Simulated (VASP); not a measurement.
# SnAs with r2SCAN + rVV10: from relaxation to properties, part 3 of 7

What structure and properties does r2SCAN + rVV10 give SnAs, and how near are they to the measured ones? Left out of this account: at least 1 further run (core levels: core levels are not valid at this level). The start is a cell from a database of measured crystal structures.

VASP 6.6.1, plane waves and PAW; the level of theory is named at each step.

Still holding for the runs below: This run has no spin polarisation. Its electron count is odd, so without a moment it is a metal by construction. The k-mesh is coarse for a metal.

So far. Step 3 (Relaxing cell and atoms (r2SCAN + rVV10)): It ends with forces that vanish by symmetry and a pressure of 0.01 GPa. The volume lies +2.1 % from that of the database's start. The relaxed cell has a = 5.721 Å (conventional setting).

The database entry behind the starting cell differs from later determinations by our own check (an axis about 0.7 % short against later determinations), so it need not match the best structure at ambient conditions.

### 4. Second relaxation

Level of this step: r2SCAN with rVV10; plane waves and PAW (Sn_d, As) (VASP).

A relaxation keeps the plane waves of the cell it began with, so it is repeated from the new cell, on a basis made for it.

Contents of INCAR:

```
SYSTEM = SnAs
PREC = Accurate
ENCUT = 400
EDIFF = 1E-06
NELM = 100
ISMEAR = 0
SIGMA = 0.05
LREAL = .FALSE.
ALGO = Normal
METAGGA = R2SCAN
LUSE_VDW = .TRUE.
IVDW_NL = 2
BPARAM = 11.95
CPARAM = 0.0093
LASPH = .TRUE.
NBANDS = 15
LORBIT = 11
LWAVE = .FALSE.
LCHARG = .FALSE.
KPAR = 2
IBRION = 2
NSW = 60
ISIF = 3
EDIFFG = -0.01
```

Contents of POSCAR:

```
SnAs
1.0
    0.0000000000      2.8606905512      2.8606905512
    2.8606905512      0.0000000000      2.8606905512
    2.8606905512      2.8606905512      0.0000000000
Sn As
1 1
Direct
    0.0000000000      0.0000000000      0.0000000000
    0.5000000000      0.5000000000      0.5000000000
```

Contents of KPOINTS:

```
Automatic mesh
0
Gamma
6 6 6
0 0 0
```

PAW data sets: Sn_d and As (PBE family, release 64).

The run is started by

```console
mpirun -np 2 vasp_std
```

Output:

```text
[... set-up lines as in an earlier step ...]
 entering main loop
       N       E                     dE             d eps       ncg     rms          rms(c)
Total rVV10 correction in eV:      0.4321812    21.5668747
Total rVV10 correction in eV:      0.4321812    21.5668747
DAV:   1     0.745233662665E+02    0.74523E+02   -0.82619E+03   494   0.137E+03
DAV:   2    -0.334609300218E+02   -0.10798E+03   -0.10546E+03   515   0.334E+02
DAV:   3    -0.417907055897E+02   -0.83298E+01   -0.82950E+01   620   0.844E+01
DAV:   4    -0.419808781726E+02   -0.19017E+00   -0.19015E+00   551   0.140E+01
DAV:   5    -0.419870738812E+02   -0.61957E-02   -0.61957E-02   683   0.224E+00    0.359E+00
Total rVV10 correction in eV:      0.4335207    21.5668756
Total rVV10 correction in eV:      0.4335207    21.5668756
DAV:   6    -0.390664900267E+02    0.29206E+01   -0.81240E-01   613   0.150E+01    0.209E+00
Total rVV10 correction in eV:      0.4369091    21.5668756
Total rVV10 correction in eV:      0.4369091    21.5668756
DAV:   7    -0.390646904436E+02    0.17996E-02   -0.78467E-02   515   0.178E+00    0.932E-01
Total rVV10 correction in eV:      0.4382636    21.5668756
Total rVV10 correction in eV:      0.4382636    21.5668756
DAV:   8    -0.390675204565E+02   -0.28300E-02   -0.52644E-03   578   0.737E-01    0.277E-01
Total rVV10 correction in eV:      0.4388267    21.5668756
Total rVV10 correction in eV:      0.4388267    21.5668756
DAV:   9    -0.390679027111E+02   -0.38225E-03   -0.61467E-04   543   0.214E-01    0.533E-02
Total rVV10 correction in eV:      0.4388425    21.5668756
Total rVV10 correction in eV:      0.4388425    21.5668756
DAV:  10    -0.390679116609E+02   -0.89498E-05   -0.10534E-04   634   0.123E-01    0.272E-02
Total rVV10 correction in eV:      0.4389006    21.5668756
Total rVV10 correction in eV:      0.4389006    21.5668756
DAV:  11    -0.390679157698E+02   -0.41089E-05   -0.99477E-06   613   0.374E-02    0.459E-03
Total rVV10 correction in eV:      0.4389205    21.5668756
Total rVV10 correction in eV:      0.4389205    21.5668756
DAV:  12    -0.390679164626E+02   -0.69277E-06   -0.18949E-06   387   0.232E-02
Total rVV10 correction in eV:      0.4389242    21.5668756
Total rVV10 correction in eV:      0.4389242    21.5668756
Total rVV10 correction in eV:      0.4389261    21.5668756
Total rVV10 correction in eV:      0.4389261    21.5668756
   1 F= -.39067916E+02 E0= -.39067314E+02  d E =-.390679E+02
 curvature:   0.00 expect dE= 0.000E+00 dE for cont linesearch  0.000E+00
 trial: gam= 0.00000 g(F)=  0.162E-60 g(S)=  0.128E-04 ort = 0.000E+00 (trialstep = 0.100E+01)
 search vector abs. value=  0.128E-04
 reached required accuracy - stopping structural energy minimisation
```

Run time: 48 s. Hardware: 2 MPI ranks of AMD EPYC 7R43, shared host; peak memory 0.44 GiB.

OUTCAR, selected parts (step 4):

```text
  LATTYP: Found a face centered cubic cell.
 ALAT       =     5.7213811024

The static configuration has the point symmetry O_h .

 Found     16 irreducible k-points:

   ENCUT  =  400.0 eV  29.40 Ry    5.42 a.u.   6.60  6.60  6.60*2*pi/ulx,y,z

   NELECT =      19.0000    total number of electrons

 E-fermi :   6.6999

 k-point     1 :       0.0000    0.0000    0.0000
  band No.  band energies     occupation
    ...
      6      -6.8402      2.00000
      7       4.5364      2.00000
      8       5.6963      2.00000
      9       5.6963      2.00000
     10       5.6963      2.00000
     11      12.7924      0.00000
     12      12.7925      0.00000
     13      12.7925      0.00000
     14      13.3561      0.00000
     15      13.3561      0.00000

 k-point     2 :       0.1667    0.0000    0.0000
  band No.  band energies     occupation
    ...
      5     -15.2682      2.00000
      6      -6.4949      2.00000
      7       2.2593      2.00000
      8       5.7483      2.00000
      9       5.7483      2.00000
     10       7.3050      0.00000
     11      11.1519      0.00000
     12      11.1520      0.00000
     13      11.4181      0.00000
     14      13.5357      0.00000
    ...

  Total        0.0132758      0.0132758      0.0132758     -0.0000000      0.0000000     -0.0000000
  in kB        0.4542850      0.4542850      0.4542850     -0.0000000      0.0000000     -0.0000000
  external PRESSURE =       0.4542850 kB  Pullay stress =       0.0000000 kB

  energy-cutoff  :      400.00
  volume of cell :       46.82
      direct lattice vectors                 reciprocal lattice vectors
     0.000000000  2.860690551  2.860690551    -0.174782973  0.174782973  0.174782973
     2.860690551  0.000000000  2.860690551     0.174782973 -0.174782973  0.174782973
     2.860690551  2.860690551  0.000000000     0.174782973  0.174782973 -0.174782973

 POSITION                                       TOTAL-FORCE (eV/Angst)
 -----------------------------------------------------------------------------------
      0.00000      0.00000      0.00000         0.000000     -0.000000      0.000000
      2.86069      2.86069      2.86069        -0.000000      0.000000     -0.000000
 -----------------------------------------------------------------------------------
    total drift:                               -0.000000      0.000000      0.000000

  FREE ENERGIE OF THE ION-ELECTRON SYSTEM (eV)
  ---------------------------------------------------
  free  energy   TOTEN  =       -39.0679164626 eV

  energy  without entropy=      -39.0667119234  energy(sigma->0) =      -39.06731419

 total charge
# of ion       s       p       d       tot
------------------------------------------
    1        1.196   0.973  10.016  12.185
    2        1.251   1.491   0.036   2.778
--------------------------------------------------
tot          2.447   2.464  10.052  14.963

[... 5 parts as in an earlier step ...]

[... 6 further parts left out ...]
```

Little changed from the start: no atom moved by 0.005 Å and no cell edge by 0.1 %.

This step gave:

```yaml
fermi_energy: 6.700 eV
pressure: 0.04543 GPa
scf_cycles_over_all_ionic_steps: 12
```

It ends with forces that vanish by symmetry and a pressure of 0.05 GPa. The volume moved by under 0.01 %: the run met its threshold at the first step.

### 5. Single point with fields (r2SCAN + rVV10)

A single point on the relaxed cell gives a clean self-consistent state, with density, ELF and potential written out.

Changes to INCAR since step 4:

```diff
@@ -18,7 +18,5 @@
 LWAVE = .FALSE.
-LCHARG = .FALSE.
-KPAR = 2
-IBRION = 2
-NSW = 60
-ISIF = 3
-EDIFFG = -0.01
+LCHARG = .TRUE.
+ISIF = 2
+LELF = .TRUE.
+LVHAR = .TRUE.
```

POSCAR is that of step 4.

KPOINTS is that of step 4.

The run is started by

```console
mpirun -np 2 vasp_std
```

Output:

```text
[banner, memory and clock lines left out]
running    2 mpi-ranks, on    1 nodes
 distrk:  each k-point on    2 cores,    1 groups
 distr:  one band on    1 cores,    2 groups

 POSCAR found type information on POSCAR SnAs
 POSCAR found :  2 types and       2 ions
 [... a notice as in an earlier step ...]

 [... a notice as in an earlier step ...]

 LDA part: xc-table for (None), standard interpolation
|                                                                             |
|           W    W    AA    RRRRR   N    N  II  N    N   GGGG   !!!           |
|           W    W   A  A   R    R  NN   N  II  NN   N  G    G  !!!           |
|           W    W  A    A  R    R  N N  N  II  N N  N  G       !!!           |
|           W WW W  AAAAAA  RRRRR   N  N N  II  N  N N  G  GGG   !            |
|           WW  WW  A    A  R   R   N   NN  II  N   NN  G    G                |
|           W    W  A    A  R    R  N    N  II  N    N   GGGG   !!!           |
|                                                                             |
|     The number of bands has been changed from the values supplied in        |
|     The orbitals not found in the WAVECAR file will be initialized with     |
|     random numbers, which is usually adequate. For correlated               |
|     calculations, however, you should redo the groundstate calculation.     |
|     I found NBANDS = 15. Now, NBANDS = 16.                                  |
|                                                                             |

 POSCAR, INCAR and KPOINTS ok, starting setup
 FFT: planning ... GRIDC
 FFT: planning ... GRID_SOFT
 FFT: planning ... GRID
 WAVECAR not read
 entering main loop
       N       E                     dE             d eps       ncg     rms          rms(c)
Total rVV10 correction in eV:      0.4321812    21.5668747
DAV:   1     0.760570616886E+02    0.76057E+02   -0.82119E+03   520   0.133E+03
DAV:   2    -0.339109669126E+02   -0.10997E+03   -0.10696E+03   560   0.316E+02
DAV:   3    -0.418125655749E+02   -0.79016E+01   -0.78658E+01   616   0.789E+01
DAV:   4    -0.419814141550E+02   -0.16885E+00   -0.16883E+00   616   0.128E+01
DAV:   5    -0.419871060439E+02   -0.56919E-02   -0.56918E-02   704   0.217E+00    0.359E+00
Total rVV10 correction in eV:      0.4335211    21.5668756
DAV:   6    -0.390664318237E+02    0.29207E+01   -0.78742E-01   656   0.141E+01    0.210E+00
Total rVV10 correction in eV:      0.4369069    21.5668756
DAV:   7    -0.390647268206E+02    0.17050E-02   -0.78403E-02   600   0.167E+00    0.930E-01
Total rVV10 correction in eV:      0.4382625    21.5668756
DAV:   8    -0.390675115921E+02   -0.27848E-02   -0.51091E-03   640   0.694E-01    0.278E-01
Total rVV10 correction in eV:      0.4388315    21.5668756
DAV:   9    -0.390679030824E+02   -0.39149E-03   -0.60405E-04   600   0.203E-01    0.537E-02
Total rVV10 correction in eV:      0.4388425    21.5668756
DAV:  10    -0.390679114090E+02   -0.83265E-05   -0.10040E-04   672   0.115E-01    0.272E-02
Total rVV10 correction in eV:      0.4388984    21.5668756
DAV:  11    -0.390679157194E+02   -0.43104E-05   -0.97220E-06   688   0.348E-02    0.478E-03
Total rVV10 correction in eV:      0.4389204    21.5668756
DAV:  12    -0.390679164650E+02   -0.74562E-06   -0.18968E-06   472   0.215E-02
Total rVV10 correction in eV:      0.4389240    21.5668756
Total rVV10 correction in eV:      0.4389258    21.5668756
   1 F= -.39067916E+02 E0= -.39067314E+02  d E =-.120454E-02
```

The job ended after 39 s (2 MPI ranks; peak memory 0.33 GiB; 75 s of CPU time).

Parts of OUTCAR (step 5):

```text
The static configuration has the point symmetry O_h .

 Found     16 irreducible k-points:

   k-points           NKPTS =     16   k-points in BZ     NKDIM =     16   number of bands    NBANDS=     16

   NELECT =      19.0000    total number of electrons

 E-fermi :   6.6999

 k-point     1 :       0.0000    0.0000    0.0000
  band No.  band energies     occupation
    ...
      6      -6.8402      2.00000
      7       4.5364      2.00000
      8       5.6963      2.00000
      9       5.6963      2.00000
     10       5.6963      2.00000
     11      12.7924      0.00000
     12      12.7925      0.00000
     13      12.7925      0.00000
     14      13.3561      0.00000
     15      13.3561      0.00000
    ...

 k-point     6 :       0.3333    0.1667    0.0000
  band No.  band energies     occupation
    ...
      6      -5.6160      2.00000
      7       0.5544      2.00000
      8       4.6729      2.00000
      9       4.8836      2.00000
     10       6.4385      2.00000
     11      10.5279      0.00000
     12      11.8088      0.00000
     13      11.8585      0.00000
     14      12.8259      0.00000
     15      16.9384      0.00000
    ...

  Total        0.0131905      0.0131905      0.0131905     -0.0000000      0.0000000     -0.0000000
  in kB        0.4513665      0.4513665      0.4513665     -0.0000000      0.0000000     -0.0000000
  external PRESSURE =       0.4513665 kB  Pullay stress =       0.0000000 kB

 POSITION                                       TOTAL-FORCE (eV/Angst)
 -----------------------------------------------------------------------------------
      0.00000      0.00000      0.00000        -0.000000      0.000000     -0.000000
      2.86069      2.86069      2.86069         0.000000     -0.000000      0.000000
 -----------------------------------------------------------------------------------
    total drift:                               -0.000000      0.000000      0.000000

  FREE ENERGIE OF THE ION-ELECTRON SYSTEM (eV)
  ---------------------------------------------------
  free  energy   TOTEN  =       -39.0679164650 eV

  energy  without entropy=      -39.0667119258  energy(sigma->0) =      -39.06731420

[... 12 parts as in an earlier step ...]

[... 1 further part left out ...]
```

This step gave:

```yaml
scf_cycles: 12
bands: 16
pressure: 0.04514 GPa
```

Valence electrons inside each PAW sphere by angular momentum. Sphere charges, by row:

```
atom  s (e)  p (e)  d (e)  tot (e)
 Sn1  1.196  0.973  10.02    12.19
 As2  1.251  1.491  0.036    2.778
```

Valence density in the ac plane of the conventional cell at fractional y = 0.000, with atoms of Sn and As within 0.2 Å of it. It is the smooth field of the valence electrons, not physical close to the nuclei.

Values in e/Å³, 16 rows by 16 columns, each cell a mean:
```
 9  5  1  0  0  0  1  0  0  0  1  0  0  1  3  7
 3  2  1  0  0  0  1  1  1  1  0  0  0  0  1  3
 1  0  0  0  0  0  0  0  0  0  0  0  0  0  0  1
 0  0  0  0  0  0  0  0  0  0  0  0  0  0  0  0
 0  0  0  0  0  0  0  0  0  0  0  0  0  0  0  0
 1  0  0  0  0  0  1  1  1  1  0  0  0  0  0  1
 0  1  0  0  0  0  2  5  6  3  1  0  0  0  1  0
 0  0  1  0  0  1  3  9 11  6  1  0  0  0  1  0
 0  0  1  0  0  1  3  7  9  5  1  0  0  0  1  0
 1  1  0  0  0  0  1  3  3  2  1  0  0  0  1  1
 0  0  0  0  0  0  0  1  1  0  0  0  0  0  0  0
 0  0  0  0  0  0  0  0  0  0  0  0  0  0  0  0
 0  0  0  0  0  0  0  0  0  0  0  0  0  0  0  0
 1  1  0  0  0  0  0  1  1  0  0  0  0  0  1  1
 6  3  1  0  0  0  1  0  0  1  0  0  0  0  2  5
11  6  1  0  0  0  1  0  0  0  1  0  0  1  3  9
```
Columns run along a (5.7 Å), rows up along c (5.7 Å), edges of the conventional cell, whose origin can differ from the input's. Atoms in or near the plane, at fractional coordinates: Sn at (0.00, 0.00), Sn at (0.50, 0.50), As at (0.50, 0.00), As at (0.00, 0.50).

Electrostatic potential energy in the ac plane of the conventional cell at fractional y = 0.000, with atoms of Sn and As within 0.2 Å of it. With pseudopotentials it is smooth inside the atoms' cores, unlike the true potential.

Ten even steps from '_' (-95 eV) to '@' (3 eV), each cell a mean:
```
__..**@@@@%%++****++##@@@@%%--__
--++%%@@@@@@##++++**%%@@@@@@**--
##%%@@@@@@@@@@%%%%@@@@@@@@@@@@%%
@@@@@@@@@@@@@@@@@@@@@@@@@@@@@@@@
@@@@@@@@@@@@@@@@@@@@@@@@@@@@@@@@
##%%@@@@@@@@%%**++##@@@@@@@@%%##
++++%%@@@@%%++....--##@@@@@@**++
%%++##@@@@##--____..++@@@@%%++**
**++##@@@@%%--____..**@@@@%%++**
++**%%@@@@@@**----++%%@@@@@@##++
%%@@@@@@@@@@@@%%##%%@@@@@@@@@@%%
@@@@@@@@@@@@@@@@@@@@@@@@@@@@@@@@
@@@@@@@@@@@@@@@@@@@@@@@@@@@@@@@@
++##@@@@@@@@%%####%%@@@@@@@@%%**
..--##@@@@@@**++++++%%@@@@%%++..
__..++@@@@%%++**%%++##@@@@##--__
```
Columns run along a (5.7 Å; values clipped at the 3rd and 97th percentile), rows up along c (5.7 Å), edges of the conventional cell, whose origin can differ from the input's. Atoms in or near the plane, at fractional coordinates: Sn at (0.00, 0.00), Sn at (0.50, 0.50), As at (0.50, 0.00), As at (0.00, 0.50).

ELF in the ac plane of the conventional cell at fractional y = 0.000, with atoms of Sn and As within 0.2 Å of it. It is the smooth field of the valence electrons, not physical close to the nuclei.

Values, 16 rows by 16 columns, each cell a mean:
```
0.12 0.19 0.39 0.41 0.61 0.79 0.79 0.66 0.60 0.75 0.82 0.71 0.48 0.41 0.30 0.13
0.27 0.35 0.38 0.35 0.49 0.69 0.79 0.79 0.79 0.81 0.76 0.59 0.39 0.35 0.38 0.30
0.42 0.38 0.31 0.25 0.28 0.49 0.69 0.79 0.81 0.75 0.60 0.36 0.23 0.27 0.35 0.41
0.49 0.45 0.32 0.16 0.13 0.28 0.49 0.61 0.63 0.55 0.38 0.18 0.12 0.23 0.39 0.48
0.73 0.66 0.48 0.25 0.16 0.25 0.35 0.41 0.43 0.39 0.30 0.18 0.18 0.36 0.59 0.71
0.82 0.79 0.69 0.48 0.32 0.31 0.38 0.39 0.38 0.39 0.34 0.30 0.38 0.60 0.76 0.82
0.71 0.78 0.79 0.66 0.45 0.38 0.35 0.19 0.16 0.26 0.39 0.39 0.55 0.75 0.81 0.75
0.52 0.71 0.82 0.73 0.49 0.42 0.27 0.12 0.26 0.16 0.38 0.43 0.63 0.81 0.79 0.60
0.60 0.75 0.82 0.71 0.48 0.41 0.30 0.13 0.12 0.19 0.39 0.41 0.61 0.79 0.79 0.66
0.79 0.81 0.76 0.59 0.39 0.35 0.38 0.30 0.27 0.35 0.38 0.35 0.49 0.69 0.79 0.79
0.81 0.75 0.60 0.36 0.23 0.27 0.35 0.41 0.42 0.38 0.31 0.25 0.28 0.49 0.69 0.79
0.63 0.55 0.38 0.18 0.12 0.23 0.39 0.48 0.49 0.45 0.32 0.16 0.13 0.28 0.49 0.61
0.43 0.39 0.30 0.18 0.18 0.36 0.59 0.71 0.73 0.66 0.48 0.25 0.16 0.25 0.35 0.41
0.38 0.39 0.34 0.30 0.38 0.60 0.76 0.82 0.82 0.79 0.69 0.48 0.32 0.31 0.38 0.39
0.16 0.26 0.39 0.39 0.55 0.75 0.81 0.75 0.71 0.78 0.79 0.66 0.45 0.38 0.35 0.19
0.26 0.16 0.38 0.43 0.63 0.81 0.79 0.60 0.52 0.71 0.82 0.73 0.49 0.42 0.27 0.12
```
Columns run along a (5.7 Å), rows up along c (5.7 Å), edges of the conventional cell, whose origin can differ from the input's. Atoms in or near the plane, at fractional coordinates: Sn at (0.00, 0.00), Sn at (0.50, 0.50), As at (0.50, 0.00), As at (0.00, 0.50).

In this run the pressure is 0.05 GPa, small enough to go on; single stress components reach 0.05 GPa.

(Continued in part 4 of 7.)

[Lines on the potential files, build, host, timing and source positions are cut from VASP's logs without a mark.]

[Logs are printed without paths, hosts, clocks, repeated set-up lines and the standing remarks that a program may print on its own settings, such as how far it seeks lower states.]

[Hosts, paths, dates, database ids (printed as entryN), source tags and the programs' standing remarks are cut or masked in the printed files.]

[A measured line is paired with the nearest computed mode of its activity, which favours agreement.]

[In band tables of VASP the shares of atoms and orbitals are scaled to a sum of 1 inside the atoms' spheres.]
